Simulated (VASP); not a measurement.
Data:

```
CELL_PARAMETERS angstrom
      1.75242    -3.03528     0.00000
      1.75242     3.03528     0.00000
      0.00000     0.00000    18.58419
ATOMIC_POSITIONS crystal
  Te 0.33333 0.66667 0.84539
  Te 0.66667 0.33333 0.34539
  Te 0.66667 0.33333 0.15461
  Te 0.33333 0.66667 0.65461
  Mo 0.33333 0.66667 0.25000
  Mo 0.66667 0.33333 0.75000
```

The numbers are results of revPBE GGA, VASP's PBE PAW potentials (set 64) (plane waves; VASP), not measurements. Settings: 520 eV cut-off, 7×7×2 Γ-centred mesh, Gaussian smearing of 0.050 eV, potentials Te Mo_sv.

Without a dispersion term in the relaxation, distances and binding between the weakly bound layers, chains or molecules are unreliable, and so is what depends on them.

Q: The ions and cell shape at fixed volume are relaxed. Predict the relaxed structure.

A: 
```
CELL_PARAMETERS angstrom
      1.78796    -3.09683     0.00000
      1.78796     3.09683     0.00000
      0.00000     0.00000    17.85284
ATOMIC_POSITIONS crystal
  Te 0.33333 0.66667 0.85135
  Te 0.66667 0.33333 0.35135
  Te 0.66667 0.33333 0.14865
  Te 0.33333 0.66667 0.64865
  Mo 0.33333 0.66667 0.25000
  Mo 0.66667 0.33333 0.75000
```
Space group P6_3/mmc (194), at a tolerance of 0.03 Å.

Q: How much energy does the relaxation gain?

A: The energy (σ→0) changes by -28.1 meV/atom, in 8 ionic steps.

The compound is MoTe2 in the 2H layered structure. This cell is one point of a volume scan, at 0.94 of the reference volume. Symmetry was kept, so distortions that lower it aren't found.
